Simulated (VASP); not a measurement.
Wanted: the native input for a VASP 6.6.1 run.

| Quantity | Value |
| --- | --- |
| Task | relaxation of cell and atoms |
| Functional | PBE |
| Potentials or basis | VASP PAW PBE potentials, release 64 (Sn_d) |
| Cutoff | 520 eV |
| k mesh | 10 × 10 × 10 |
| Occupations | gaussian, width 0.1 eV |
| Spin | no spin polarisation |
| Further INCAR settings | ALGO = Normal; EDIFF = 1e-07; IBRION = 2; EDIFFG = -0.002; NSW = 80; ISIF = 3 |

The structure of Sn lies in POSCAR:

```
Sn
1.0
   -2.9196440800      2.9196440800      1.5938000000
    2.9196440800     -2.9196440800      1.5938000000
    2.9196440800      2.9196440800     -1.5938000000
Sn
2
Direct
    0.0000000000      0.0000000000      0.0000000000
    0.7500000000      0.2500000000      0.5000000000
```

One way to write it, as run:

INCAR

```
ALGO     = Normal         # electronic algorithm
EDIFF    = 1E-7           # SCF threshold, eV
EDIFFG   = -0.002         # ionic threshold
ENCUT    = 520            # plane-wave cutoff, eV
GGA      = PE             # functional
IBRION   = 2              # ionic algorithm
ISIF     = 3              # what is computed and relaxed
ISMEAR   = 0              # smearing method
LASPH    = True           # aspherical terms in the spheres
LCHARG   = False          # write CHGCAR
LREAL    = False          # projectors in reciprocal space
LWAVE    = False          # write WAVECAR
NELM     = 80             # most SCF steps
NSW      = 80             # ionic steps
PREC     = Accurate       # precision mode
SIGMA    = 0.1            # smearing width, eV
```

KPOINTS

```
k-points
0
Gamma
  10 10 10
```

Potentials or basis: VASP PAW PBE potentials, release 64 (Sn_d).

Launch:

```sh
$ cat potpaw_PBE.64/Sn_d/POTCAR > POTCAR
$ mpirun -np 1 vasp_std > vasp.out
```

It gave:

- Relaxed volume: 28.40 Å³/atom
- Relaxed cell: a = 4.511 Å, b = 4.511 Å, c = 4.511 Å, α = 97.18°, β = 97.18°, γ = 138.60°
- Space group after relaxing (to 0.05 Å): I4_1/amd (No. 141)
- Energy gained by relaxing: 9.8 meV/atom
- Ionic steps: 8
- Pressure after relaxing: 0.0 GPa
- Band gap on the k mesh: none (metal or under the smearing width)

Wall time 8.4 min on 1 thread of AMD EPYC 7R13 Processor (Zen 3), on a shared host, peak memory 0.24 GiB.
